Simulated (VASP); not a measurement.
All values below come from r2SCAN meta-GGA, VASP's PBE PAW potentials (set 64) (plane waves; VASP).

VASP ran on this input.

KPOINTS:
```
K-points
0
gamma
8 8 8
```

### INCAR
```
# general
SYSTEM  = GaAs
PREC    = Accurate
ENCUT   = 480   # plane-wave cut-off (eV)
LREAL   = .FALSE.   # projection in real space or not
LASPH   = .TRUE.

# electronic loop
EDIFF   = 1E-7
NELM    = 100
ALGO    = Normal
LMAXMIX = 4
LMIXTAU = .TRUE.

# smearing
ISMEAR  = 0   # Gaussian
SIGMA   = 0.05   # width (eV)

# functional
METAGGA = R2SCAN

# ions
IBRION  = 2
NSW     = 30   # most ionic steps
ISIF    = 2   # forces and stress, cell fixed
EDIFFG  = -0.01   # ionic stop

# output
LWAVE   = .FALSE.
LCHARG  = .FALSE.
```

File POSCAR:
```
GaAs
1
   -0.0283212590     2.8321258993     2.8321258993
    2.8321258993    -0.0283212590     2.8321258993
    2.8038046403     2.8038046403     0.0000000000
Ga As
1 1
Direct
  1.0000000000   1.0000000000   1.0000000000
  0.2500000000   0.2500000000   0.2500000000
```

POTCAR, in this order: Ga_d As (PBE.64 set). Program: vasp_std.

**Question.** What will the output report for the number of irreducible k-points (NKPTS), number of bands (NBANDS), largest plane-wave count, number of space-group operations, FFT grid (NGX, NGY, NGZ)?

**Answer.** 
```json
{
 "number of irreducible k-points (NKPTS)": "95",
 "number of bands (NBANDS)": "13",
 "largest_plane_wave_count": "1103",
 "number_of_space_group_operations": "4",
 "FFT grid (NGX, NGY, NGZ)": "30 × 30 × 28"
}
```

The compound is GaAs in the zinc blende structure. This cell was strained or had an atom moved on purpose. Symmetry was kept, so distortions that lower it aren't found.
